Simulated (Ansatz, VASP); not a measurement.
# KTaO3: VASP beside Ansatz, part 3 of 3

One calculation is typed for both programs; each brings its own data sets. How far apart do they land? The cell is taken from a series of runs on this material, whose earlier steps may have relaxed, scaled, displaced or heated it; both programs get it as it stands.

VASP 6.6.1 and Ansatz 0.2.0.

So far: The starting structure; Ansatz: zone-centre phonons, LDA; VASP: zone-centre phonons, LDA.

## Step 3: VASP: zone-centre phonons, LDA (continued)

Level of this step: LDA; plane waves and PAW (K_sv, Ta_pv, O) (VASP).

Numbers of over 12 decimals in the logs are rounded to 6 here.

OUTCAR, selected parts (step 3):

```text
ion  position               nearest neighbor table
   1  0.500  0.500  0.500-   3 2.78   4 2.78   5 2.78   3 2.78   4 2.78   3 2.78   5 2.78   3 2.78
                             4 2.78   5 2.78   4 2.78   5 2.78   2 3.40   2 3.40   2 3.40   2 3.40
   2  0.000  0.000  0.000-   3 1.97   4 1.97   5 1.97   5 1.97   4 1.97   3 1.97   1 3.40   1 3.40
                             1 3.40   1 3.40   1 3.40   1 3.40   1 3.40   1 3.40
   3  0.500  0.000  0.000-   2 1.97   2 1.97   1 2.78   1 2.78   1 2.78   1 2.78
   4  0.000  0.500  0.000-   2 1.97   2 1.97   1 2.78   1 2.78   1 2.78   1 2.78
   5  0.000  0.000  0.500-   2 1.97   2 1.97   1 2.78   1 2.78   1 2.78   1 2.78

  LATTYP: Found a simple cubic cell.
 ALAT       =     3.9315001360

 Subroutine GETGRP returns: Found 48 space group operations
 (whereof 48 operations were pure point group operations)

The static configuration has the point symmetry O_h .

 Found     35 irreducible k-points:

   k-points           NKPTS =     35   k-points in BZ     NKDIM =     35   number of bands    NBANDS=     25

   dimension x,y,z NGX =    32 NGY =   32 NGZ =   32
   dimension x,y,z NGXF=    64 NGYF=   64 NGZF=   64

   ENCUT  =  600.0 eV  44.10 Ry    6.64 a.u.   7.85  7.85  7.85*2*pi/ulx,y,z

   NELECT =      38.0000    total number of electrons

 k-points in reciprocal lattice and weights: Automatic mesh
   0.00000000  0.00000000  0.00000000       0.002
   0.12500000  0.00000000  0.00000000       0.012
   0.25000000  0.00000000  0.00000000       0.012
   0.37500000  0.00000000  0.00000000       0.012
   0.50000000  0.00000000  0.00000000       0.006
   0.12500000  0.12500000  0.00000000       0.023
   0.25000000  0.12500000  0.00000000       0.047
   0.37500000  0.12500000  0.00000000       0.047
   0.50000000  0.12500000  0.00000000       0.023
[...]
0.50000000  0.50000000  0.37500000       0.012
   0.50000000  0.50000000  0.50000000       0.002

 average (electrostatic) potential at core
       1 -31.8332       2 -40.6877       3 -72.7146       4 -72.7146       5 -72.7146

  Total        1.8028049      1.8028049      1.8028049     -0.0000000     -0.0000000     -0.0000000
[...]
2     0.00000    -6.51868     0.00000
    3    -0.00000    -0.00000    -1.70378
 ion    5
    1    -1.70378    -0.00000     0.00000
    2     0.00000    -1.70378     0.00000
    3     0.00000     0.00000    -6.51868

 Eigenvectors and eigenvalues of the dynamical matrix
 ----------------------------------------------------

   1 f  =   17.694142 THz   111.175576 2PiTHz  590.213060 cm-1    73.177060 meV
             X         Y         Z           dx          dy          dz
      1.965750  1.965750  1.965750     0.009908   -0.000081   -0.000000
      0.000000  0.000000  0.000000     0.072020   -0.000589   -0.000000
      1.965750  0.000000  0.000000    -0.891012   -0.002592    0.000000
      0.000000  1.965750  0.000000     0.316817    0.007291   -0.000000
      0.000000  0.000000  1.965750     0.316817   -0.002592    0.000000

   2 f  =   17.694142 THz   111.175576 2PiTHz  590.213060 cm-1    73.177060 meV
             X         Y         Z           dx          dy          dz
      1.965750  1.965750  1.965750    -0.000081   -0.009908    0.000000
      0.000000  0.000000  0.000000    -0.000589   -0.072020   -0.000000
      1.965750  0.000000  0.000000     0.007291   -0.316817   -0.000000
      0.000000  1.965750  0.000000    -0.002592    0.891012    0.000000
      0.000000  0.000000  1.965750    -0.002592   -0.316817    0.000000

   3 f  =   17.694142 THz   111.175576 2PiTHz  590.213060 cm-1    73.177060 meV
             X         Y         Z           dx          dy          dz
      1.965750  1.965750  1.965750     0.000000    0.000000   -0.009909
      0.000000  0.000000  0.000000     0.000000    0.000000   -0.072022
      1.965750  0.000000  0.000000    -0.000000    0.000000   -0.316827
      0.000000  1.965750  0.000000     0.000000   -0.000000   -0.316827
      0.000000  0.000000  1.965750     0.000000    0.000000    0.891042

   4 f  =    7.158658 THz    44.979176 2PiTHz  238.787132 cm-1    29.605818 meV
             X         Y         Z           dx          dy          dz
      1.965750  1.965750  1.965750    -0.000000   -0.000000    0.000000
      0.000000  0.000000  0.000000     0.000000    0.000000   -0.000000
      1.965750  0.000000  0.000000     0.000000    0.218521    0.093420
      0.000000  1.965750  0.000000    -0.665974    0.000000   -0.093420
      0.000000  0.000000  1.965750     0.665974   -0.218521    0.000000

   5 f  =    7.158658 THz    44.979176 2PiTHz  238.787132 cm-1    29.605818 meV
             X         Y         Z           dx          dy          dz
      1.965750  1.965750  1.965750     0.000000    0.000000   -0.000000
      0.000000  0.000000  0.000000    -0.000000   -0.000000    0.000000
      1.965750  0.000000  0.000000    -0.000000    0.298027   -0.641185
      0.000000  1.965750  0.000000     0.007846   -0.000000    0.641185
      0.000000  0.000000  1.965750    -0.007846   -0.298027    0.000000

   6 f  =    7.158658 THz    44.979176 2PiTHz  238.787132 cm-1    29.605818 meV
             X         Y         Z           dx          dy          dz
      1.965750  1.965750  1.965750    -0.000000   -0.000000    0.000000
      0.000000  0.000000  0.000000     0.000000    0.000000   -0.000000
      1.965750  0.000000  0.000000    -0.000000    0.602850    0.283115
      0.000000  1.965750  0.000000     0.237523    0.000000   -0.283115
      0.000000  0.000000  1.965750    -0.237523   -0.602850    0.000000

   7 f  =    5.767629 THz    36.239081 2PiTHz  192.387393 cm-1    23.852986 meV
             X         Y         Z           dx          dy          dz
      1.965750  1.965750  1.965750    -0.686078   -0.555987   -0.000089
      0.000000  0.000000  0.000000     0.147214    0.119300    0.000019
      1.965750  0.000000  0.000000     0.153226    0.169744    0.000027
      0.000000  1.965750  0.000000     0.209461    0.124172    0.000027
      0.000000  0.000000  1.965750     0.209461    0.169744    0.000020

   8 f  =    5.767629 THz    36.239081 2PiTHz  192.387393 cm-1    23.852986 meV
             X         Y         Z           dx          dy          dz
      1.965750  1.965750  1.965750     0.555676   -0.685689   -0.029651
      0.000000  0.000000  0.000000    -0.119233    0.147130    0.006362
      1.965750  0.000000  0.000000    -0.124102    0.209342    0.009053
      0.000000  1.965750  0.000000    -0.169649    0.153139    0.009053
      0.000000  0.000000  1.965750    -0.169649    0.209342    0.006622

   9 f  =    5.767629 THz    36.239081 2PiTHz  192.387393 cm-1    23.852986 meV
             X         Y         Z           dx          dy          dz
      1.965750  1.965750  1.965750     0.018599   -0.023092    0.882579
      0.000000  0.000000  0.000000    -0.003991    0.004955   -0.189378
      1.965750  0.000000  0.000000    -0.004154    0.007050   -0.269453
      0.000000  1.965750  0.000000    -0.005678    0.005157   -0.269453
      0.000000  0.000000  1.965750    -0.005678    0.007050   -0.197111

  10 f  =    3.809080 THz    23.933158 2PiTHz  127.057248 cm-1    15.753084 meV
             X         Y         Z           dx          dy          dz
      1.965750  1.965750  1.965750    -0.013110   -0.147947    0.229718
      0.000000  0.000000  0.000000     0.025604    0.288946   -0.448649
      1.965750  0.000000  0.000000    -0.015668   -0.279163    0.433458
      0.000000  1.965750  0.000000    -0.024738   -0.176813    0.433458
      0.000000  0.000000  1.965750    -0.024738   -0.279163    0.274539

  11 f  =    3.809080 THz    23.933158 2PiTHz  127.057248 cm-1    15.753084 meV
             X         Y         Z           dx          dy          dz
      1.965750  1.965750  1.965750    -0.271022    0.036267    0.007890
      0.000000  0.000000  0.000000     0.529317   -0.070830   -0.015409
      1.965750  0.000000  0.000000    -0.323902    0.068432    0.014887
      0.000000  1.965750  0.000000    -0.511395    0.043343    0.014887
      0.000000  0.000000  1.965750    -0.511395    0.068432    0.009429

  12 f  =    3.809080 THz    23.933158 2PiTHz  127.057248 cm-1    15.753084 meV
             X         Y         Z           dx          dy          dz
      1.965750  1.965750  1.965750     0.034722    0.227215    0.148317
      0.000000  0.000000  0.000000    -0.067814   -0.443761   -0.289669
      1.965750  0.000000  0.000000     0.041497    0.428736    0.279861
      0.000000  1.965750  0.000000     0.065518    0.271549    0.279861
      0.000000  0.000000  1.965750     0.065518    0.428736    0.177256

  13 f/i=    0.013266 THz     0.083350 2PiTHz    0.442491 cm-1     0.054862 meV
             X         Y         Z           dx          dy          dz
      1.965750  1.965750  1.965750     0.358374   -0.127031    0.026042
      0.000000  0.000000  0.000000     0.771693   -0.273539    0.056076
      1.965750  0.000000  0.000000     0.230847   -0.081988    0.016808
      0.000000  1.965750  0.000000     0.231300   -0.081827    0.016808
      0.000000  0.000000  1.965750     0.231300   -0.081988    0.016775

  14 f/i=    0.013266 THz     0.083350 2PiTHz    0.442491 cm-1     0.054862 meV
             X         Y         Z           dx          dy          dz
      1.965750  1.965750  1.965750    -0.127633   -0.359072    0.004872
      0.000000  0.000000  0.000000    -0.274834   -0.773197    0.010490
      1.965750  0.000000  0.000000    -0.082215   -0.231751    0.003144
      0.000000  1.965750  0.000000    -0.082376   -0.231297    0.003144
      0.000000  0.000000  1.965750    -0.082376   -0.231751    0.003138

  15 f/i=    0.013266 THz     0.083350 2PiTHz    0.442491 cm-1     0.054862 meV
             X         Y         Z           dx          dy          dz
      1.965750  1.965750  1.965750     0.022912   -0.013302   -0.380191
      0.000000  0.000000  0.000000     0.049336   -0.028644   -0.818671
      1.965750  0.000000  0.000000     0.014759   -0.008585   -0.245381
      0.000000  1.965750  0.000000     0.014788   -0.008569   -0.245381
      0.000000  0.000000  1.965750     0.014788   -0.008585   -0.244900

 MACROSCOPIC STATIC DIELECTRIC TENSOR IONIC CONTRIBUTION
 ------------------------------------------------------
          91.483973     0.000000     0.000000
           0.000000    91.483973    -0.000000
           0.000000    -0.000000    91.483973
 ------------------------------------------------------

 ELASTIC MODULI CONTR FROM IONIC RELAXATION (kBar)
 Direction    XX          YY          ZZ          XY          YZ          ZX
 --------------------------------------------------------------------------------
 XX           0.0000      0.0000      0.0000      0.0000      0.0000      0.0000
 YY           0.0000      0.0000      0.0000      0.0000      0.0000      0.0000
 ZZ           0.0000      0.0000      0.0000      0.0000      0.0000      0.0000
 XY           0.0000      0.0000      0.0000      0.0000      0.0000      0.0000
 YZ           0.0000      0.0000      0.0000      0.0000      0.0000      0.0000
 ZX           0.0000      0.0000      0.0000      0.0000      0.0000      0.0000
 --------------------------------------------------------------------------------

 PIEZOELECTRIC TENSOR IONIC CONTR  for field in x, y, z        (C/m^2)
          XX          YY          ZZ          XY          YZ          ZX
  --------------------------------------------------------------------------------
  x     0.00000     0.00000     0.00000     0.00000     0.00000     0.00000
  y     0.00000     0.00000     0.00000     0.00000     0.00000     0.00000
  z     0.00000     0.00000     0.00000     0.00000     0.00000     0.00000
```

## Step 4: Comparison

Known differences besides the potentials themselves: the two LDA forms differ slightly; fixed occupations in Ansatz, narrow Gaussian smearing in VASP; VASP's run holds the zone centre alone; VASP's response is taken on the typed mesh, Ansatz refines its own for the field response alone; the data sets hold 40 valence electrons in Ansatz (on its PAW soft_1 files) and 38 in VASP; the cutoff is 420 eV in Ansatz and 600 eV in VASP; VASP's log shows a relativistic correction to its local exchange, Ansatz's none. Total energies have different zeros and are not compared.

The two programs side by side:

```csv
quantity,Ansatz,VASP,difference
ε∞ xx,5.41,5.50,-1.65 %
ε∞ yy,5.41,5.50,-1.65 %
ε∞ zz,5.41,5.50,-1.65 %
Born charge of K1 (mean of the diagonal) (e),1.15,1.16,0.00
Born charge of Ta2 (mean of the diagonal) (e),8.70,8.77,-0.07
Born charge of O3 (mean of the diagonal) (e),-3.28,-3.31,+0.02
optical mode 1 to 3 (cm⁻¹),117.7,127.1,-7.37 %
optical mode 4 to 6 (cm⁻¹),187.7,192.4,-2.42 %
optical mode 7 to 9 (cm⁻¹),242.0,238.8,+1.34 %
optical mode 10 to 12 (cm⁻¹),578.4,590.2,-2.01 %
```

Modes are paired by rising frequency, not by their patterns, so a pair may set unlike modes beside each other; they are those without the splitting of longitudinal modes.

## Step 5: Outcome

```yaml
r_m_s_difference_of_the_optical_zone_centre_modes_each_program_s_sorted_by_frequency_zone_centre_phonons_lda: 8.1 cm⁻¹
difference_in_optical_mode_1_to_3_zone_centre_phonons_lda: -7.4 %
```

**Reading.** The r.m.s. difference of the optical zone-centre modes, each program's sorted by frequency is 8.1 cm⁻¹ (zone-centre phonons, LDA). The data sets hold unlike numbers of valence electrons (40 in Ansatz and 38 in VASP), so part of the differences may come from the potentials. Among the rows given in per cent, the largest difference of the zone-centre phonons, LDA pair is in optical mode 1 to 3, -7.4 %. How closely two codes agree says nothing of how well the functional describes the real material.

[Lines on the potential files, build, host, timing and source positions are cut from VASP's logs without a mark.]

[Logs are printed without paths, hosts, clocks, repeated set-up lines and the standing remarks that a program may print on its own settings, such as how far it seeks lower states.]

[Hosts, paths, dates, database ids (printed as entryN), source tags and the programs' standing remarks are cut or masked in the printed files.]
